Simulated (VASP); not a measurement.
Computed with PBEsol GGA, VASP's PBE PAW potentials (set 64) (plane waves; VASP 6.6.1).

VASP ran on this input.

**KPOINTS**
```
K-points
0
Gamma
9 9 9
0 0 0
```

INCAR:
```
SYSTEM = Cl
PREC = Accurate
ENCUT = 400
EDIFF = 1E-6
NELM = 100
ALGO = Normal
LREAL = .FALSE.
LASPH = .TRUE.
ISMEAR = 0
SIGMA = 0.05
GGA = PS
LWAVE = .FALSE.
LCHARG = .FALSE.
IBRION = 2
ISIF = 3
NSW = 60
EDIFFG = -0.01
```

**POSCAR**
```
Cl
1
    1.5238910000     0.8798190000     2.8258700000
   -1.5238910000     0.8798190000     2.8258700000
    0.0000000000    -1.7596380000     2.8258700000
Cl
2
Direct
  0.2275400000   0.2275400000   0.2275400000
  0.7724600000   0.7724600000   0.7724600000
```

POTCAR, in this order: Cl (PBE.64 set). Program: vasp_std.

What VASP printed:

OSZICAR:
```
...
DAV:   6     0.293107906450E+01    0.23101E-01   -0.21542E-02  2125   0.113E+00    0.310E+01
DAV:   7     0.293654996389E+01    0.54709E-02   -0.27534E-02  2122   0.128E+00    0.396E-01
DAV:   8     0.293714167172E+01    0.59171E-03   -0.16357E-03  2104   0.339E-01    0.770E-02
DAV:   9     0.293715338960E+01    0.11718E-04   -0.94153E-05  2242   0.796E-02    0.432E-02
DAV:  10     0.293715289028E+01   -0.49932E-06   -0.37150E-06  2131   0.169E-02
   1 F= 0.29371529E+01 E0= 0.29378689E+01  d E =0.293715E+01
       N       E                     dE             d eps       ncg     rms          rms(c)
DAV:   1    -0.396639837981E+02   -0.42601E+02   -0.11718E+03  2137   0.177E+02    0.413E+01
DAV:   2    -0.125138061324E+02    0.27150E+02   -0.76113E+01  2179   0.650E+01    0.247E+01
DAV:   3    -0.116998187082E+01    0.11344E+02   -0.66862E+01  2146   0.574E+01    0.255E+01
DAV:   4    -0.113985374152E+01    0.30128E-01   -0.21251E+00  2203   0.986E+00    0.198E+01
DAV:   5    -0.120902802438E+01   -0.69174E-01   -0.21755E+00  1990   0.103E+01    0.189E+00
DAV:   6    -0.113059833726E+01    0.78430E-01   -0.43881E-01  2014   0.492E+00    0.171E+00
DAV:   7    -0.112748775637E+01    0.31106E-02   -0.25563E-02  2287   0.107E+00    0.924E-01
DAV:   8    -0.112765934305E+01   -0.17159E-03   -0.91171E-03  1972   0.633E-01    0.294E-01
DAV:   9    -0.112819566317E+01   -0.53632E-03   -0.77065E-04  2068   0.213E-01    0.205E-01
DAV:  10    -0.112830499791E+01   -0.10933E-03   -0.17698E-04  2059   0.966E-02    0.134E-02
DAV:  11    -0.112831929380E+01   -0.14296E-04   -0.93465E-06  2110   0.224E-02    0.120E-02
DAV:  12    -0.112832160262E+01   -0.23088E-05   -0.31714E-06  2028   0.126E-02    0.335E-03
DAV:  13    -0.112832180165E+01   -0.19902E-06   -0.14671E-07  1550   0.290E-03
   2 F= -.11283218E+01 E0= -.11245852E+01  d E =-.406547E+01
       N       E                     dE             d eps       ncg     rms          rms(c)
DAV:   1    -0.148457550314E+02   -0.13717E+02   -0.37051E+02  1876   0.158E+02    0.281E+01
DAV:   2    -0.483873745034E+01    0.10007E+02   -0.19071E+01  2164   0.319E+01    0.947E+00
DAV:   3    -0.276349336333E+01    0.20752E+01   -0.68848E+00  1951   0.178E+01    0.794E+00
DAV:   4    -0.274637215634E+01    0.17121E-01   -0.18188E-01  2248   0.341E+00    0.265E+00
DAV:   5    -0.274356762862E+01    0.28045E-02   -0.31287E-02  2173   0.129E+00    0.121E+00
DAV:   6    -0.274410722893E+01   -0.53960E-03   -0.24256E-03  2248   0.380E-01    0.517E-01
DAV:   7    -0.274410216955E+01    0.50594E-05   -0.80112E-04  2140   0.233E-01    0.353E-02
DAV:   8    -0.274409689799E+01    0.52716E-05   -0.70307E-05  2293   0.664E-02    0.175E-02
DAV:   9    -0.274409712788E+01   -0.22989E-06   -0.30021E-06  2164   0.146E-02
   3 F= -.27440971E+01 E0= -.27429073E+01  d E =-.568125E+01
       N       E                     dE             d eps       ncg     rms          rms(c)
DAV:   1    -0.276895613196E+01   -0.24859E-01   -0.48462E-01  1885   0.535E+00    0.754E-01
DAV:   2    -0.275533144708E+01    0.13625E-01   -0.26128E-02  2146   0.123E+00    0.323E-01
DAV:   3    -0.275231383956E+01    0.30176E-02   -0.95270E-03  2023   0.677E-01    0.329E-01
DAV:   4    -0.275234360715E+01   -0.29768E-04   -0.14362E-04  2289   0.992E-02    0.145E-01
DAV:   5    -0.275235015057E+01   -0.65434E-05   -0.44576E-05  2170   0.472E-02    0.138E-02
DAV:   6    -0.275234940474E+01    0.74583E-06   -0.59665E-07  1502   0.633E-03
   4 F= -.27523494E+01 E0= -.27511952E+01  d E =-.568950E+01
       N       E                     dE             d eps       ncg     rms          rms(c)
DAV:   1    -0.277594311821E+01   -0.23593E-01   -0.59857E-01  1882   0.596E+00    0.842E-01
DAV:   2    -0.275923688775E+01    0.16706E-01   -0.32033E-02  2134   0.136E+00    0.366E-01
DAV:   3    -0.275549256951E+01    0.37443E-02   -0.11750E-02  1987   0.754E-01    0.371E-01
DAV:   4    -0.275552566075E+01   -0.33091E-04   -0.17085E-04  2289   0.111E-01    0.158E-01
DAV:   5    -0.275553147505E+01   -0.58143E-05   -0.54489E-05  2146   0.522E-02    0.153E-02
DAV:   6    -0.275553069156E+01    0.78349E-06   -0.76881E-07  1630   0.714E-03
   5 F= -.27555307E+01 E0= -.27543999E+01  d E =-.569268E+01
       N       E                     dE             d eps       ncg     rms          rms(c)
DAV:   1    -0.275677664342E+01   -0.12452E-02   -0.80144E-02  1927   0.204E+00    0.181E-01
DAV:   2    -0.275642145388E+01    0.35519E-03   -0.37575E-03  2290   0.496E-01    0.805E-02
DAV:   3    -0.275627491241E+01    0.14654E-03   -0.36178E-04  2110   0.135E-01    0.677E-02
DAV:   4    -0.275627094688E+01    0.39655E-05   -0.13854E-05  2292   0.292E-02    0.484E-02
DAV:   5    -0.275626820015E+01    0.27467E-05   -0.15408E-06  1539   0.104E-02    0.273E-03
DAV:   6    -0.275626831208E+01   -0.11193E-06   -0.10932E-07  1163   0.299E-03
   6 F= -.27562683E+01 E0= -.27551338E+01  d E =-.737621E-03
       N       E                     dE             d eps       ncg     rms          rms(c)
DAV:   1    -0.275660908108E+01   -0.34088E-03   -0.32798E-02  1924   0.130E+00    0.115E-01
DAV:   2    -0.275646528093E+01    0.14380E-03   -0.15304E-03  2287   0.316E-01    0.507E-02
DAV:   3    -0.275640576753E+01    0.59513E-04   -0.14731E-04  2101   0.862E-02    0.425E-02
DAV:   4    -0.275640377845E+01    0.19891E-05   -0.55995E-06  2272   0.186E-02    0.305E-02
DAV:   5    -0.275640192897E+01    0.18495E-05   -0.62987E-07  1247   0.670E-03    0.177E-03
DAV:   6    -0.275640200472E+01   -0.75751E-07   -0.54757E-08  1118   0.216E-03
   7 F= -.27564020E+01 E0= -.27552630E+01  d E =-.871313E-03
       N       E                     dE             d eps       ncg     rms          rms(c)
DAV:   1    -0.275690937893E+01   -0.50745E-03   -0.20290E-02  1909   0.109E+00    0.119E-01
DAV:   2    -0.275661398203E+01    0.29540E-03   -0.80821E-04  2209   0.239E-01    0.538E-02
DAV:   3    -0.275652881701E+01    0.85165E-04   -0.26012E-04  2056   0.110E-01    0.491E-02
DAV:   4    -0.275653019983E+01   -0.13828E-05   -0.35111E-06  2259   0.161E-02    0.366E-02
DAV:   5    -0.275653299696E+01   -0.27971E-05   -0.88022E-07  1250   0.767E-03    0.216E-03
DAV:   6    -0.275653292902E+01    0.67938E-07   -0.62975E-08  1061   0.245E-03
   8 F= -.27565329E+01 E0= -.27553876E+01  d E =-.130924E-03
       N       E                     dE             d eps       ncg     rms          rms(c)
DAV:   1    -0.275663532369E+01   -0.10233E-03   -0.47484E-03  1915   0.527E-01    0.573E-02
DAV:   2    -0.275656611134E+01    0.69212E-04   -0.18897E-04  2209   0.116E-01    0.260E-02
DAV:   3    -0.275654614703E+01    0.19964E-04   -0.60878E-05  2053   0.533E-02    0.237E-02
DAV:   4    -0.275654667744E+01   -0.53041E-06   -0.73174E-07  1544   0.783E-03
   9 F= -.27565467E+01 E0= -.27553971E+01  d E =-.144673E-03
       N       E                     dE             d eps       ncg     rms          rms(c)
DAV:   1    -0.275670848107E+01   -0.16233E-03   -0.10448E-02  1957   0.788E-01    0.721E-02
DAV:   2    -0.275664369078E+01    0.64790E-04   -0.23346E-04  2128   0.124E-01    0.365E-02
DAV:   3    -0.275661954472E+01    0.24146E-04   -0.81061E-05  2233   0.562E-02    0.884E-03
DAV:   4    -0.275661976265E+01   -0.21793E-06   -0.25417E-06  1934   0.138E-02
  10 F= -.27566198E+01 E0= -.27554589E+01  d E =-.730852E-04
       N       E                     dE             d eps       ncg     rms          rms(c)
DAV:   1    -0.275687285810E+01   -0.25331E-03   -0.23573E-02  1957   0.118E+00    0.109E-01
DAV:   2    -0.275672684866E+01    0.14601E-03   -0.52679E-04  2131   0.187E-01    0.549E-02
DAV:   3    -0.275667299742E+01    0.53851E-04   -0.18105E-04  2242   0.840E-02    0.134E-02
DAV:   4    -0.275667357414E+01   -0.57672E-06   -0.56656E-06  2104   0.206E-02
  11 F= -.27566736E+01 E0= -.27554924E+01  d E =-.126897E-03
```

**OUTCAR**
```
------------------------ aborting loop because EDIFF is reached ----------------------------------------
  FORCE on cell =-STRESS in cart. coord.  units (eV):
  Direction    XX          YY          ZZ          XY          YZ          ZX
  --------------------------------------------------------------------------------------
  Total       -0.0010861     -0.0010861      0.0018202     -0.0000000      0.0000000      0.0000000
  in kB       -0.0423669     -0.0423669      0.0710058     -0.0000000      0.0000000      0.0000000
  external PRESSURE =      -0.0045760 kB  Pullay stress =       0.0000000 kB
  volume of cell :       41.07
      direct lattice vectors                 reciprocal lattice vectors
     1.875474381  1.082805843  3.370807743     0.266599216  0.153921100  0.098888266
    -1.875474381  1.082805843  3.370807743    -0.266599216  0.153921100  0.098888266
     0.000000000 -2.165611686  3.370807743     0.000000000 -0.307842200  0.098888266
 POSITION                                       TOTAL-FORCE (eV/Angst)
 -----------------------------------------------------------------------------------
      0.00000      0.00000      2.52772         0.000000     -0.000000      0.004869
      0.00000      0.00000      7.58470        -0.000000      0.000000     -0.004869
 -----------------------------------------------------------------------------------
    total drift:                                0.000000      0.000000     -0.000000
  FREE ENERGIE OF THE ION-ELECTRON SYSTEM (eV)
  ---------------------------------------------------
  free  energy   TOTEN  =        -2.7566735741 eV

  energy  without entropy=       -2.7543111792  energy(sigma->0) =       -2.75549238

 reached required accuracy - stopping structural energy minimisation
```
(Selected blocks of OUTCAR.)

**CONTCAR**
```
Cl
   1.00000000000000
     1.8754743812507719    1.0828058430296614    3.3708077425504097
    -1.8754743812507719    1.0828058430296614    3.3708077425504097
     0.0000000000000000   -2.1656116860593229    3.3708077425504097
  Cl
     2
Direct
     0.2499619909475372    0.2499619909475372    0.2499619909475372
     0.7500380090524629    0.7500380090524629    0.7500380090524629
```

OUTCAR:
```
 val. band max:        2.9106965240   @ k =  -0.4444   0.4444   0.3333

 cond. band min:       2.9384382229   @ k =   0.3333   0.3333   0.1111


 Fermi energy:         2.9273692674

 k-point     1 :       0.0000    0.0000    0.0000
  band No.  band energies     occupation
      1     -13.7959      2.00000
      2      -9.6933      2.00000
      3      -1.1526      2.00000
      4      -0.3668      2.00000
      5      -0.3668      2.00000
      6       2.6749      2.00000
      7       2.6749      2.00000
      8       3.0124      0.01618
      9      10.5492      0.00000
     10      11.2530      0.00000
     11      11.7065      0.00000

 k-point     2 :       0.1111    0.0000    0.0000
  band No.  band energies     occupation
      1     -13.6880      2.00000
      2      -9.8338      2.00000
      3      -1.0790      2.00000
      4      -0.3828      2.00000
      5      -0.3399      2.00000
      6       2.3896      2.00000
      7       2.4659      2.00000
      8       2.7610      2.00000
      9      10.8336      0.00000
     10      11.5194      0.00000
     11      11.7299      0.00000

 k-point     3 :       0.2222    0.0000    0.0000
  band No.  band energies     occupation
      1     -13.3725      2.00000
      2     -10.2324      2.00000
      3      -0.8595      2.00000
      4      -0.3858      2.00000
      5      -0.2426      2.00000
      6       1.7161      2.00000
      7       1.9461      2.00000
      8       2.1400      2.00000
      9      11.3762      0.00000
     10      11.7137      0.00000
     11      12.8539      0.00000

 k-point     4 :       0.3333   -0.0000    0.0000
  band No.  band energies     occupation
      1     -12.8740      2.00000
      2     -10.8260      2.00000
      3      -0.5221      2.00000
      4      -0.2853      2.00000
      5      -0.0469      2.00000
      6       0.9666      2.00000
      7       1.3226      2.00000
      8       1.3880      2.00000
      9      11.7362      0.00000
...
```

Energy and stress use the plane-wave basis of the starting cell.

The structure was generated: Cl was put into the A7 type (R-3m), which need not be its known phase. This run relaxes it. Symmetry was kept, so distortions that lower it aren't found.
